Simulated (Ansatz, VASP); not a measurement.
# ZrSeS: VASP beside Ansatz

Wanted: the spread between two codes on one cell, functional and k mesh. The cell is taken from a series of runs on this material, whose earlier steps may have relaxed, scaled, displaced or heated it; both programs get it as it stands.

Program: Ansatz 0.2.0. Level of theory: plane waves, with VASP 6.6.1 beside it; PBEsol. Results are calculated unless marked as measured.

## 1. The starting structure

The cell holds 3 atoms: 1 Zr, 1 S and 1 Se. Cell: a = 3.685 Å, b = 3.658 Å, c = 30.000 Å, α = 90.0°, β = 90.0°, γ = 120.2°. Vacuum lies along c.

Coordinates:

```xyz
3
Lattice="3.6853 0.0000 0.0000 -1.8427 3.1597 0.0000 0.0000 0.0000 30.0000" Properties=species:S:1:pos:R:3
Zr    1.8427    3.1584   10.0474
S     0.0000    2.1124   11.4466
Se    1.8427    1.0485    8.4060
```

## 2. VASP: zone-centre phonons, PBEsol, pair 1

Second derivatives magnify differences that forces hide, and they need a tight electronic threshold.

Lines of VASP's logs that name or quote its potential files are left out, and so is its time.

INCAR reads:

```
SYSTEM = ZrSeS
PREC = Accurate
ENCUT = 500
EDIFF = 1E-08
NELM = 120
ISMEAR = 0
SIGMA = 0.01
LREAL = .FALSE.
ALGO = Normal
GGA = PS
NBANDS = 18
LASPH = .TRUE.
LORBIT = 11
LWAVE = .FALSE.
LCHARG = .FALSE.
ISIF = 2
IBRION = 8
GGA_COMPAT = .FALSE.
EFERMI = MIDGAP
NELMDL = -8
KPAR = 2
```

POSCAR reads:

```
ZrSeS
1.0
    3.6853341510      0.0000000000      0.0000000000
   -1.8426670755      3.1596770662      0.0000000000
    0.0000000000      0.0000000000     30.0000000000
Zr S Se
1 1 1
Direct
    0.9998032986      0.9996065972      0.3349126508
    0.3342720102      0.6685440205      0.3815543873
    0.6659246912      0.3318493823      0.2801996286
```

KPOINTS reads:

```
Automatic mesh
0
Gamma
12 12 1
0 0 0
```

The projector-augmented-wave data sets are Zr_sv, S and Se (PBE family, release 64).

Command:

```
> mpirun -np 2 vasp_std
```

Numbers of over 12 decimals in the logs are rounded to 6 here.

Output:

```text
[banner, memory and clock lines left out]
running    2 mpi-ranks, on    1 nodes
 distrk:  each k-point on    1 cores,    2 groups
 distr:  one band on    1 cores,    1 groups

 POSCAR found type information on POSCAR ZrS Se
 POSCAR found :  3 types and       3 ions
|                                                                             |
|               ----> ADVICE to this user running VASP <----                  |
|                                                                             |
|     You enforced a specific xc type in the INCAR file but a different       |
|     [... a line on the potential file left out ...]
|     I HOPE YOU KNOW WHAT YOU ARE DOING!                                     |
|                                                                             |

 LDA part: xc-table for (Slater+PW92), standard interpolation
 POSCAR, INCAR and KPOINTS ok, starting setup
 FFT: planning ... GRIDC
 FFT: planning ... GRID_SOFT
 FFT: planning ... GRID
 WAVECAR not read
 entering main loop
       N       E                     dE             d eps       ncg     rms          rms(c)
DAV:   1     0.166159910810E+03    0.16616E+03   -0.97781E+03  2012   0.932E+02
DAV:   2    -0.150098025150E+01   -0.16766E+03   -0.16414E+03  2088   0.212E+02
DAV:   3    -0.226545507191E+02   -0.21154E+02   -0.21096E+02  2820   0.688E+01
DAV:   4    -0.233637274902E+02   -0.70918E+00   -0.70803E+00  2286   0.112E+01
DAV:   5    -0.233922290069E+02   -0.28502E-01   -0.28486E-01  2510   0.200E+00
DAV:   6    -0.233926047875E+02   -0.37578E-03   -0.37569E-03  2262   0.273E-01
DAV:   7    -0.233926163502E+02   -0.11563E-04   -0.11562E-04  2510   0.400E-02
DAV:   8    -0.233926166179E+02   -0.26777E-06   -0.26769E-06  2304   0.640E-03    0.158E+01
DAV:   9    -0.217372202160E+02    0.16554E+01   -0.56141E+00  1682   0.133E+01    0.701E+00
DAV:  10    -0.216428505500E+02    0.94370E-01   -0.64538E-01  2246   0.430E+00    0.246E+00
DAV:  11    -0.216407700509E+02    0.20805E-02   -0.76207E-02  2072   0.164E+00    0.722E-01
DAV:  12    -0.216385974025E+02    0.21726E-02   -0.80242E-03  2134   0.654E-01    0.307E-01
DAV:  13    -0.216378259288E+02    0.77147E-03   -0.17418E-03  2240   0.270E-01    0.980E-02
DAV:  14    -0.216376189433E+02    0.20699E-03   -0.23954E-04  2232   0.822E-02    0.399E-02
[...]
DAV:  24    -0.216382755113E+02   -0.51644E-05   -0.13718E-07  2032   0.885E-04    0.348E-04
DAV:  25    -0.216382787744E+02   -0.32630E-05   -0.80804E-08  1960   0.683E-04    0.389E-04
DAV:  26    -0.216382795713E+02   -0.79690E-06   -0.54905E-09  1832   0.259E-04    0.622E-05
DAV:  27    -0.216382800510E+02   -0.47976E-06   -0.18499E-09  1664   0.175E-04    0.110E-04
DAV:  28    -0.216382801679E+02   -0.11686E-06    0.23342E-10  1606   0.864E-05    0.391E-05
DAV:  29    -0.216382802211E+02   -0.53187E-07    0.78042E-10  1338   0.465E-05    0.133E-05
DAV:  30    -0.216382802358E+02   -0.14729E-07    0.90226E-10  1298   0.278E-05    0.122E-05
DAV:  31    -0.216382802404E+02   -0.45866E-08    0.95019E-10  1278   0.156E-05
   1 F= -.21638280E+02 E0= -.21638280E+02  d E =0.000000E+00
 Linear response reoptimize wavefunctions to high precision
DAV:   1    -0.216382802427E+02   -0.23269E-08    0.94696E-10  1348   0.104E-05
DAV:   2    -0.216382802427E+02    0.18190E-11    0.96114E-10  1078   0.300E-06
 Linear response DOF=           9
 Linear response progress:
  Degree of freedom:   1/  9
       N       E                     dE             d eps       ncg     rms          rms(c)
RMM:   1    -0.716020254428E+00   -0.71602E+00    0.30084E+00  2935   0.147E+01
RMM:   2    -0.662654189159E+00    0.53366E-01   -0.21781E-01  4271   0.286E+00    0.232E-01
RMM:   3    -0.664931317787E+00   -0.22771E-02   -0.40035E-02  5102   0.904E-01    0.960E-02
RMM:   4    -0.667434481059E+00   -0.25032E-02   -0.94270E-03  6508   0.328E-01    0.547E-02
RMM:   5    -0.667785767253E+00   -0.35129E-03   -0.60526E-04  6644   0.106E-01    0.228E-02
RMM:   6    -0.667732499812E+00    0.53267E-04   -0.13436E-04  6735   0.539E-02    0.442E-03
[...]
RMM:  16    -0.104062484998E+00   -0.59559E-08   -0.13546E-07  7159   0.221E-05    0.973E-07
RMM:  17    -0.104062483618E+00    0.13805E-08   -0.11041E-07  6849   0.134E-05    0.140E-06
RMM:  18    -0.104062487538E+00   -0.39199E-08   -0.45936E-08  6656   0.921E-06    0.712E-07
 first order change of Fermi-energy  -0.41225E-03
 force on displaced ion       2 direction 1 :  -4.985   0.011  -0.001
 Linear response progress:
  Degree of freedom:   5/  9
       N       E                     dE             d eps       ncg     rms          rms(c)
RMM:   1    -0.116584154495E+00   -0.11658E+00   -0.12625E-01  4024   0.175E+00
RMM:   2    -0.102797123446E+00    0.13787E-01   -0.12869E-02  3144   0.547E-01    0.138E-01
RMM:   3    -0.103233933750E+00   -0.43681E-03   -0.13389E-03  3270   0.181E-01    0.684E-02
RMM:   4    -0.103695732219E+00   -0.46180E-03   -0.45968E-04  3286   0.920E-02    0.221E-02
RMM:   5    -0.103786685210E+00   -0.90953E-04   -0.12106E-04  3691   0.401E-02    0.123E-02
RMM:   6    -0.103770012171E+00    0.16673E-04   -0.22494E-05  3765   0.164E-02    0.430E-03
RMM:   7    -0.103783079636E+00   -0.13067E-04   -0.50153E-06  3824   0.760E-03    0.191E-03
[...]
RMM:  11    -0.141829275023E+00    0.20695E-05    0.41930E-07  3721   0.791E-04    0.196E-04
RMM:  12    -0.141827670530E+00    0.16045E-05   -0.23842E-06  3488   0.669E-04    0.147E-04
RMM:  13    -0.141827164085E+00    0.50644E-06   -0.13638E-06  3603   0.443E-04    0.463E-05
RMM:  14    -0.141826943375E+00    0.22071E-06    0.38340E-07  3884   0.233E-04    0.262E-05
RMM:  15    -0.141827039155E+00   -0.95780E-07   -0.13074E-07  3731   0.147E-04    0.161E-05
RMM:  16    -0.141826951108E+00    0.88047E-07    0.40602E-07  3714   0.105E-04    0.175E-05
RMM:  17    -0.141826938171E+00    0.12937E-07   -0.17188E-08  3703   0.720E-05    0.453E-06
RMM:  18    -0.141826939163E+00   -0.99194E-09    0.82775E-08  3843   0.403E-05    0.229E-06
 first order change of Fermi-energy  -0.11430E+01
 force on displaced ion       2 direction 3 :  -0.000  -0.079  -9.227
 Linear response progress:
  Degree of freedom:   7/  9
       N       E                     dE             d eps       ncg     rms          rms(c)
RMM:   1    -0.845785489654E-01   -0.84579E-01   -0.22563E-02  6796   0.124E+00
RMM:   2    -0.783397828337E-01    0.62388E-02   -0.79843E-03  5261   0.376E-01    0.920E-02
RMM:   3    -0.786979836209E-01   -0.35820E-03   -0.11689E-03  5809   0.132E-01    0.536E-02
RMM:   4    -0.791352643813E-01   -0.43728E-03   -0.32437E-04  5613   0.808E-02    0.976E-03
RMM:   5    -0.791106861793E-01    0.24578E-04   -0.10610E-04  6271   0.331E-02    0.600E-03
RMM:   6    -0.791161560972E-01   -0.54699E-05   -0.20668E-05  6634   0.147E-02    0.334E-03
RMM:   7    -0.791266799573E-01   -0.10524E-04   -0.30989E-06  6818   0.652E-03    0.213E-03
RMM:   8    -0.791312052697E-01   -0.45253E-05   -0.96376E-06  6648   0.353E-03    0.461E-04
RMM:   9    -0.791328017260E-01   -0.15965E-05    0.60262E-06  6957   0.175E-03    0.314E-04
RMM:  10    -0.791331736643E-01   -0.37194E-06   -0.25375E-06  7034   0.880E-04    0.883E-05
RMM:  11    -0.791333278227E-01   -0.15416E-06    0.17791E-06  7081   0.449E-04    0.743E-05
RMM:  12    -0.791332814320E-01    0.46391E-07   -0.87956E-07  7074   0.238E-04    0.186E-05
RMM:  13    -0.791332508037E-01    0.30628E-07    0.45237E-07  7090   0.128E-04    0.190E-05
RMM:  14    -0.791332735904E-01   -0.22787E-07   -0.33882E-07  7134   0.714E-05    0.951E-06
RMM:  15    -0.791332733872E-01    0.20319E-09    0.12134E-07  7169   0.390E-05    0.120E-05
RMM:  16    -0.791332793776E-01   -0.59904E-08   -0.94577E-08  6970   0.225E-05    0.106E-05
 first order change of Fermi-energy  -0.42713E-03
 force on displaced ion       3 direction 1 :  -3.388  -0.006   0.001
 Linear response progress:
  Degree of freedom:   8/  9
       N       E                     dE             d eps       ncg     rms          rms(c)
RMM:   1    -0.843684859527E-01   -0.84368E-01   -0.23337E-02  3957   0.124E+00
RMM:   2    -0.781107268843E-01    0.62578E-02   -0.81688E-03  3082   0.379E-01    0.922E-02
RMM:   3    -0.784714156533E-01   -0.36069E-03   -0.11495E-03  3363   0.131E-01    0.537E-02
RMM:   4    -0.789055430138E-01   -0.43413E-03   -0.32222E-04  3247   0.809E-02    0.980E-03
RMM:   5    -0.788839639197E-01    0.21579E-04   -0.10592E-04  3650   0.334E-02    0.600E-03
RMM:   6    -0.788896302509E-01   -0.56663E-05   -0.20711E-05  3861   0.149E-02    0.328E-03
RMM:   7    -0.788995855673E-01   -0.99553E-05   -0.38413E-06  3902   0.649E-03    0.206E-03
RMM:   8    -0.789041069094E-01   -0.45213E-05   -0.11918E-05  3831   0.351E-03    0.458E-04
RMM:   9    -0.789053714505E-01   -0.12645E-05    0.47086E-06  4039   0.174E-03    0.342E-04
RMM:  10    -0.789061303902E-01   -0.75894E-06   -0.35686E-06  4006   0.900E-04    0.714E-05
RMM:  11    -0.789061865225E-01   -0.56132E-07    0.16560E-06  4139   0.464E-04    0.684E-05
RMM:  12    -0.789062307755E-01   -0.44253E-07   -0.11089E-06  4082   0.244E-04    0.998E-06
RMM:  13    -0.789061843307E-01    0.46445E-07    0.35026E-07  4198   0.130E-04    0.619E-06
RMM:  14    -0.789061935370E-01   -0.92064E-08   -0.41553E-07  4193   0.696E-05    0.637E-06
RMM:  15    -0.789062239391E-01   -0.30402E-07    0.66575E-08  4062   0.386E-05    0.423E-06
RMM:  16    -0.789062173635E-01    0.65756E-08   -0.11922E-07  4028   0.219E-05    0.229E-06
RMM:  17    -0.789062254417E-01   -0.80781E-08    0.91857E-10  3895   0.137E-05    0.113E-06
 first order change of Fermi-energy  -0.58092E-01
 force on displaced ion       3 direction 2 :   0.000  -3.416  -0.108
 Linear response progress:
  Degree of freedom:   9/  9
       N       E                     dE             d eps       ncg     rms          rms(c)
RMM:   1    -0.126755687133E+00   -0.12676E+00   -0.17006E-02  3950   0.127E+00
RMM:   2    -0.118998784729E+00    0.77569E-02   -0.71121E-03  3062   0.382E-01    0.171E-01
RMM:   3    -0.119077733570E+00   -0.78949E-04   -0.76794E-04  3207   0.131E-01    0.115E-01
RMM:   4    -0.119224528001E+00   -0.14679E-03   -0.34893E-04  3380   0.736E-02    0.270E-02
RMM:   5    -0.119255395200E+00   -0.30867E-04   -0.94525E-05  3639   0.378E-02    0.918E-03
RMM:   6    -0.119230370444E+00    0.25025E-04   -0.26443E-05  3792   0.180E-02    0.455E-03
RMM:   7    -0.119224416227E+00    0.59542E-05   -0.79002E-06  3724   0.971E-03    0.969E-04
RMM:   8    -0.119228713007E+00   -0.42968E-05   -0.74156E-06  3829   0.456E-03    0.957E-04
RMM:   9    -0.119228738740E+00   -0.25733E-07   -0.22111E-06  3893   0.243E-03    0.496E-04
RMM:  10    -0.119229230520E+00   -0.49178E-06    0.89323E-07  3962   0.128E-03    0.268E-04
RMM:  11    -0.119228407546E+00    0.82297E-06    0.40873E-07  3927   0.644E-04    0.101E-04
RMM:  12    -0.119228478881E+00   -0.71335E-07   -0.96959E-07  3791   0.377E-04    0.956E-05
RMM:  13    -0.119228436525E+00    0.42356E-07    0.21021E-07  3703   0.237E-04    0.397E-05
RMM:  14    -0.119228537032E+00   -0.10051E-06   -0.28255E-07  3611   0.173E-04    0.580E-05
RMM:  15    -0.119228560331E+00   -0.23299E-07   -0.13354E-07  3893   0.104E-04    0.330E-05
RMM:  16    -0.119228590312E+00   -0.29980E-07   -0.13199E-07  3814   0.629E-05    0.965E-06
RMM:  17    -0.119228625487E+00   -0.35175E-07   -0.12622E-07  4014   0.354E-05    0.123E-05
RMM:  18    -0.119228659732E+00   -0.34245E-07   -0.31888E-08  3410   0.372E-05    0.120E-05
RMM:  19    -0.119228679173E+00   -0.19441E-07   -0.52102E-08  3783   0.182E-05    0.551E-06
RMM:  20    -0.119228683102E+00   -0.39295E-08   -0.66470E-09  3690   0.121E-05    0.339E-06
 first order change of Fermi-energy  -0.59762E+00
 force on displaced ion       3 direction 3 :  -0.000  -0.126  -9.515
 Linear response finished
```

Parts of OUTCAR (step 2):

```text
ion  position               nearest neighbor table
   1  1.000  1.000  0.335-   2 2.53   2 2.54   2 2.54   3 2.67   3 2.68   3 2.68
   2  0.334  0.669  0.382-   1 2.53   1 2.54   1 2.54
   3  0.666  0.332  0.280-   1 2.67   1 2.68   1 2.68

  LATTYP: Found a base centered orthorhombic cell.
 ALAT       =     3.6853341510
 B/A-ratio  =     1.7147302995
 C/A-ratio  =     8.1403744602

 Subroutine GETGRP returns: Found  2 space group operations
 (whereof  2 operations were pure point group operations)

The static configuration has the point symmetry C_1h.

 Found     43 irreducible k-points:

   k-points           NKPTS =     43   k-points in BZ     NKDIM =     43   number of bands    NBANDS=     18

   dimension x,y,z NGX =    28 NGY =   28 NGZ =  224
   dimension x,y,z NGXF=    56 NGYF=   56 NGZF=  448

   ENCUT  =  500.0 eV  36.75 Ry    6.06 a.u.   6.72  6.67 54.70*2*pi/ulx,y,z

   NELECT =      24.0000    total number of electrons

 k-points in reciprocal lattice and weights: Automatic mesh
   0.00000000  0.00000000  0.00000000       0.007
   0.08333333  0.00000000  0.00000000       0.028
   0.16666667  0.00000000  0.00000000       0.028
   0.25000000  0.00000000  0.00000000       0.028
   0.33333333  0.00000000  0.00000000       0.028
   0.41666667 -0.00000000  0.00000000       0.028
   0.50000000  0.00000000  0.00000000       0.014
   0.00000000  0.08333333  0.00000000       0.014
   0.08333333  0.08333333  0.00000000       0.028
[...]
0.16666667  0.41666667  0.00000000       0.014
   0.00000000  0.50000000  0.00000000       0.007

 average (electrostatic) potential at core
       1 -87.4809       2 -94.6004       3 -60.8400

  Total        0.1531997      0.5770986      0.0502210      0.0000000      0.0003540      0.0000000
  in kB        0.7026315      2.6467918      0.2303326      0.0000000      0.0016236      0.0000000
  external PRESSURE =       1.1932520 kB  Pullay stress =       0.0000000 kB

  energy-cutoff  :      500.00
  volume of cell :      349.33
      direct lattice vectors                 reciprocal lattice vectors
     3.685334151  0.000000000  0.000000000     0.271345815  0.158244020  0.000000000
    -1.842667076  3.159677066  0.000000000     0.000000000  0.316488039  0.000000000
     0.000000000  0.000000000 30.000000000     0.000000000  0.000000000  0.033333333

 POSITION                                       TOTAL-FORCE (eV/Angst)
 -----------------------------------------------------------------------------------
      1.84267      3.15843     10.04738         0.000000     -0.000630      0.008038
     -0.00000      2.11238     11.44663        -0.000000      0.000461      0.018369
      1.84267      1.04854      8.40599         0.000000      0.000169     -0.026407
 -----------------------------------------------------------------------------------
    total drift:                                0.000000     -0.000068      0.000036

 Eigenvectors and eigenvalues of the dynamical matrix
 ----------------------------------------------------

   1 f  =    9.681205 THz    60.828802 2PiTHz  322.930222 cm-1    40.038227 meV
             X         Y         Z           dx          dy          dz
      1.842667  3.158434 10.047380    -0.000000   -0.010779   -0.576420
     -0.000000  2.112383 11.446632    -0.000000    0.016025    0.810397
      1.842667  1.048537  8.405989     0.000000    0.001673    0.103058

   2 f  =    6.892610 THz    43.307548 2PiTHz  229.912734 cm-1    28.505533 meV
             X         Y         Z           dx          dy          dz
      1.842667  3.158434 10.047380     0.000000    0.002760    0.465209
     -0.000000  2.112383 11.446632    -0.000000    0.029287    0.428771
      1.842667  1.048537  8.405989     0.000000   -0.021453   -0.773570

   3 f  =    6.726982 THz    42.266876 2PiTHz  224.387977 cm-1    27.820551 meV
             X         Y         Z           dx          dy          dz
      1.842667  3.158434 10.047380     0.264896   -0.000000   -0.000000
     -0.000000  2.112383 11.446632    -0.916157    0.000000   -0.000000
      1.842667  1.048537  8.405989     0.300811   -0.000000    0.000000

   4 f  =    6.722484 THz    42.238611 2PiTHz  224.237919 cm-1    27.801946 meV
             X         Y         Z           dx          dy          dz
      1.842667  3.158434 10.047380    -0.000000   -0.255444   -0.005495
     -0.000000  2.112383 11.446632     0.000000    0.916190   -0.027788
      1.842667  1.048537  8.405989    -0.000000   -0.306573    0.023570

   5 f  =    3.526591 THz    22.158224 2PiTHz  117.634410 cm-1    14.584801 meV
             X         Y         Z           dx          dy          dz
      1.842667  3.158434 10.047380    -0.696241    0.000000    0.000000
     -0.000000  2.112383 11.446632     0.034109   -0.000000   -0.000000
      1.842667  1.048537  8.405989     0.716997   -0.000000    0.000000

   6 f  =    3.470221 THz    21.804039 2PiTHz  115.754097 cm-1    14.351673 meV
             X         Y         Z           dx          dy          dz
      1.842667  3.158434 10.047380     0.000000    0.688141   -0.012968
     -0.000000  2.112383 11.446632    -0.000000   -0.050653    0.000744
      1.842667  1.048537  8.405989    -0.000000   -0.723569    0.013218

   7 f/i=    0.001408 THz     0.008846 2PiTHz    0.046962 cm-1     0.005823 meV
             X         Y         Z           dx          dy          dz
      1.842667  3.158434 10.047380    -0.000000    0.007319   -0.671617
     -0.000000  2.112383 11.446632    -0.000000    0.004304   -0.398273
      1.842667  1.048537  8.405989    -0.000000    0.006876   -0.624652

   8 f/i=    0.022388 THz     0.140669 2PiTHz    0.746789 cm-1     0.092590 meV
             X         Y         Z           dx          dy          dz
      1.842667  3.158434 10.047380     0.667142   -0.000000   -0.000000
     -0.000000  2.112383 11.446632     0.399366   -0.000000   -0.000000
      1.842667  1.048537  8.405989     0.628831   -0.000000   -0.000000

   9 f/i=    0.036976 THz     0.232329 2PiTHz    1.233399 cm-1     0.152922 meV
             X         Y         Z           dx          dy          dz
      1.842667  3.158434 10.047380     0.000000    0.678994    0.007273
     -0.000000  2.112383 11.446632     0.000000    0.396103    0.004208
      1.842667  1.048537  8.405989     0.000000    0.618021    0.006985

 ELASTIC MODULI CONTR FROM IONIC RELAXATION (kBar)
 Direction    XX          YY          ZZ          XY          YZ          ZX
 --------------------------------------------------------------------------------
 XX         -93.9436    -54.5907   -130.6850     -0.0000     51.2881      0.0000
 YY         -54.5907    -96.2232   -131.5918     -0.0000    -55.7138      0.0000
 ZZ        -130.6850   -131.5918   -234.0893     -0.0000     -1.9697      0.0000
 XY          -0.0000     -0.0000     -0.0000    -22.0207      0.0000     52.6065
 YZ          51.2881    -55.7138     -1.9697      0.0000   -151.6163      0.0000
 ZX           0.0000      0.0000      0.0000     52.6065      0.0000   -129.5620
 --------------------------------------------------------------------------------
```

[end of part 1 of 2]

[Lines on the potential files, build, host, timing and source positions are cut from VASP's logs without a mark.]

[Logs are printed without paths, hosts, clocks, repeated set-up lines and the standing remarks that a program may print on its own settings, such as how far it seeks lower states.]

[Hosts, paths, dates, database ids (printed as entryN), source tags and the programs' standing remarks are cut or masked in the printed files.]
